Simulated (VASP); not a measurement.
All values below come from PBEsol GGA, VASP's PBE PAW potentials (set 64) (plane waves; VASP).

VASP input:

POSCAR:
```
CuZn
1.0
  2.9069129820   0.0000000000   0.0000000000
  0.0000000000   2.9069129820   0.0000000000
  0.0000000000   0.0000000000   2.9069129820
Zn Cu
1 1
Cartesian
  1.4534564910   1.4534564910   1.4534564910
  0.0000000000   0.0000000000   0.0000000000
```

INCAR:
```
ALGO = Normal
EDIFF = 1E-6
EDIFFG = -0.02
ENCUT = 500
GGA = PS
IBRION = 2
ISIF = 3
ISMEAR = 1
LASPH = .TRUE.
LCHARG = .FALSE.
LMAXMIX = 4
LREAL = .FALSE.
LWAVE = .FALSE.
NELM = 100
NSW = 40
PREC = Accurate
SIGMA = 0.1
SYSTEM = CuZn
```

### KPOINTS
```
Automatic mesh
0
Gamma
13 13 13
0 0 0
```

POTCAR, in this order: Zn Cu (PBE.64 set). Program: vasp_std.

The run wrote:

### OUTCAR
```
 ion  position               nearest neighbor table
   1  0.500  0.500  0.500-   2 2.52   2 2.52   2 2.52   2 2.52   2 2.52   2 2.52   2 2.52   2 2.52
  LATTYP: Found a simple cubic cell.
 ALAT       =     2.9069129820
 Subroutine PRICEL returns:
 Original cell was already a primitive cell.
 Subroutine GETGRP returns: Found 48 space group operations
The static configuration has the point symmetry O_h .
The dynamic configuration has the point symmetry O_h .
 Subroutine INISYM returns: Found 48 space group operations
 Subroutine IBZKPT returns following result:
 Found     84 irreducible k-points:

 Following reciprocal coordinates:
            Coordinates               Weight
  0.000000  0.000000  0.000000      1.000000
  0.076923  0.000000  0.000000      6.000000
  0.153846  0.000000  0.000000      6.000000
  0.230769  0.000000  0.000000      6.000000
  0.307692  0.000000  0.000000      6.000000
  0.384615  0.000000  0.000000      6.000000
  0.461538  0.000000  0.000000      6.000000
  0.076923  0.076923  0.000000     12.000000
  0.153846  0.076923  0.000000     24.000000
  0.230769  0.076923  0.000000     24.000000
  0.307692  0.076923  0.000000     24.000000
  0.384615  0.076923  0.000000     24.000000
  0.461538  0.076923  0.000000     24.000000
  0.153846  0.153846  0.000000     12.000000
  0.230769  0.153846  0.000000     24.000000
  0.307692  0.153846  0.000000     24.000000
  0.384615  0.153846  0.000000     24.000000
  0.461538  0.153846  0.000000     24.000000
  0.230769  0.230769  0.000000     12.000000
  0.307692  0.230769  0.000000     24.000000
  0.384615  0.230769  0.000000     24.000000
  0.461538  0.230769  0.000000     24.000000
  0.307692  0.307692  0.000000     12.000000
  0.384615  0.307692  0.000000     24.000000
  0.461538  0.307692  0.000000     24.000000
...
```

### OSZICAR
```
       N       E                     dE             d eps       ncg     rms          rms(c)
DAV:   1     0.108315973684E+03    0.10832E+03   -0.11521E+04  2632   0.252E+03
DAV:   2    -0.438966528287E+01   -0.11271E+03   -0.10969E+03  2527   0.325E+02
DAV:   3    -0.742443077455E+01   -0.30348E+01   -0.30263E+01  2996   0.724E+01
DAV:   4    -0.744525097361E+01   -0.20820E-01   -0.20818E-01  2912   0.532E+00
DAV:   5    -0.744552525588E+01   -0.27428E-03   -0.27428E-03  3337   0.646E-01    0.106E+01
DAV:   6    -0.719315621795E+01    0.25237E+00   -0.20722E+01  2786   0.122E+02    0.651E+00
DAV:   7    -0.609618770702E+01    0.10970E+01   -0.45339E+00  2734   0.128E+02    0.240E+00
DAV:   8    -0.610192181154E+01   -0.57341E-02   -0.26380E-01  3353   0.725E+00    0.138E+00
DAV:   9    -0.609056962611E+01    0.11352E-01   -0.21804E-02  3109   0.387E+00    0.731E-02
DAV:  10    -0.609054369388E+01    0.25932E-04   -0.55263E-04  3155   0.338E-01    0.233E-02
DAV:  11    -0.609054818875E+01   -0.44949E-05   -0.73691E-06  3157   0.351E-02    0.115E-02
DAV:  12    -0.609054776979E+01    0.41895E-06   -0.64136E-07  1827   0.230E-02
   1 F= -.60905478E+01 E0= -.60902194E+01  d E =-.609055E+01
       N       E                     dE             d eps       ncg     rms          rms(c)
DAV:   1    -0.612570095374E+01   -0.35153E-01   -0.46987E-01  2520   0.170E+01    0.144E+00
DAV:   2    -0.610332222493E+01    0.22379E-01   -0.26267E-01  2534   0.137E+01    0.679E-01
DAV:   3    -0.609292203888E+01    0.10400E-01   -0.68747E-02  2585   0.823E+00    0.395E-01
DAV:   4    -0.609128924514E+01    0.16328E-02   -0.38357E-03  3399   0.188E+00    0.154E-01
DAV:   5    -0.609082309536E+01    0.46615E-03   -0.37899E-04  4067   0.355E-01    0.110E-02
DAV:   6    -0.609082296000E+01    0.13536E-06   -0.22851E-05  3479   0.100E-01    0.426E-03
DAV:   7    -0.609082437563E+01   -0.14156E-05   -0.39790E-07  1556   0.169E-02    0.557E-04
DAV:   8    -0.609082447135E+01   -0.95717E-07   -0.34728E-07  1414   0.124E-02
   2 F= -.60908245E+01 E0= -.60904718E+01  d E =-.276702E-03
       N       E                     dE             d eps       ncg     rms          rms(c)
DAV:   1    -0.609503988238E+01   -0.42155E-02   -0.54497E-02  2520   0.572E+00    0.501E-01
DAV:   2    -0.609249614218E+01    0.25437E-02   -0.32531E-02  2534   0.482E+00    0.240E-01
DAV:   3    -0.609115863273E+01    0.13375E-02   -0.83379E-03  2585   0.298E+00    0.131E-01
DAV:   4    -0.609098282894E+01    0.17580E-03   -0.44069E-04  3432   0.619E-01    0.524E-02
DAV:   5    -0.609092951515E+01    0.53314E-04   -0.41004E-05  4120   0.117E-01    0.332E-03
DAV:   6    -0.609092927723E+01    0.23793E-06   -0.19253E-06  1882   0.271E-02
   3 F= -.60909293E+01 E0= -.60905844E+01  d E =-.381507E-03
```

**OUTCAR**
```
------------------------ aborting loop because EDIFF is reached ----------------------------------------
  FORCE on cell =-STRESS in cart. coord.  units (eV):
  Direction    XX          YY          ZZ          XY          YZ          ZX
  --------------------------------------------------------------------------------------
  Total       -0.0079546     -0.0079546     -0.0079546     -0.0000000      0.0000000      0.0000000
  in kB       -0.5157164     -0.5157164     -0.5157164     -0.0000000      0.0000000      0.0000000
  external PRESSURE =      -0.5157164 kB  Pullay stress =       0.0000000 kB
  volume of cell :       24.71
      direct lattice vectors                 reciprocal lattice vectors
     2.912767809  0.000000000 -0.000000000     0.343316071 -0.000000000 -0.000000000
     0.000000000  2.912767809  0.000000000    -0.000000000  0.343316071 -0.000000000
     0.000000000  0.000000000  2.912767809     0.000000000 -0.000000000  0.343316071
 POSITION                                       TOTAL-FORCE (eV/Angst)
 -----------------------------------------------------------------------------------
      1.45638      1.45638      1.45638         0.000000      0.000000      0.000000
      0.00000      0.00000      0.00000        -0.000000     -0.000000      0.000000
 -----------------------------------------------------------------------------------
    total drift:                                0.000000      0.000000     -0.000000
  FREE ENERGIE OF THE ION-ELECTRON SYSTEM (eV)
  ---------------------------------------------------
  free  energy   TOTEN  =        -6.0909292772 eV

  energy  without entropy=       -6.0898945667  energy(sigma->0) =       -6.09058437

 reached required accuracy - stopping structural energy minimisation
```
(Selected blocks of OUTCAR.)

**CONTCAR**
```
CuZn
   1.00000000000000
     2.9127678091084976    0.0000000000000000   -0.0000000000000000
     0.0000000000000000    2.9127678091084976    0.0000000000000000
     0.0000000000000000    0.0000000000000000    2.9127678091084976
  Zn              Cu
     1     1
Direct
     0.5000000000000000    0.5000000000000000    0.5000000000000000
     0.0000000000000000    0.0000000000000000    0.0000000000000000
```

OUTCAR:
```
 val. band max:        5.6329574144   @ k =   0.3846   0.3846   0.1538

 cond. band min:       5.6776450169   @ k =   0.4615   0.3077   0.3077


 Fermi energy:         5.6555927473

 k-point     1 :       0.0000    0.0000    0.0000
  band No.  band energies     occupation
      1      -4.9434      2.00000
      2      -2.2515      2.00000
      3      -2.2515      2.00000
      4      -1.4960      2.00000
      5      -1.4960      2.00000
      6      -1.4960      2.00000
      7       2.0141      2.00000
      8       2.0141      2.00000
      9       2.8939      2.00000
     10       2.8939      2.00000
     11       2.8939      2.00000
     12      11.9932      0.00000
     13      11.9932      0.00000
     14      11.9932      0.00000
     15      17.1537      0.00000

 k-point     2 :       0.0769    0.0000    0.0000
  band No.  band energies     occupation
      1      -4.8337      2.00000
      2      -2.2375      2.00000
      3      -2.2268      2.00000
      4      -1.5060      2.00000
      5      -1.5060      2.00000
      6      -1.4907      2.00000
      7       2.0064      2.00000
      8       2.0244      2.00000
      9       2.8552      2.00000
     10       2.8552      2.00000
     11       2.8892      2.00000
     12      10.9830      0.00000
     13      12.1623      0.00000
     14      12.1623      0.00000
     15      17.2106      0.00000

 k-point     3 :       0.1538    0.0000    0.0000
  band No.  band energies     occupation
      1      -4.5087      2.00000
      2      -2.1984      2.00000
      3      -2.1557      2.00000
      4      -1.5335      2.00000
      5      -1.5335      2.00000
      6      -1.4759      2.00000
      7       1.9848      2.00000
      8       2.0458      2.00000
      9       2.7515      2.00000
     10       2.7515      2.00000
     11       2.8759      2.00000
     12       9.0743      0.00000
     13      12.6556      0.00000
     14      12.6556      0.00000
     15      17.3832      0.00000
...
```

The compound is CuZn in the CsCl type structure. This run relaxes it. Symmetry was kept, so distortions that lower it aren't found. The electron count is odd and the run is not spin-polarised, which forces a metal.
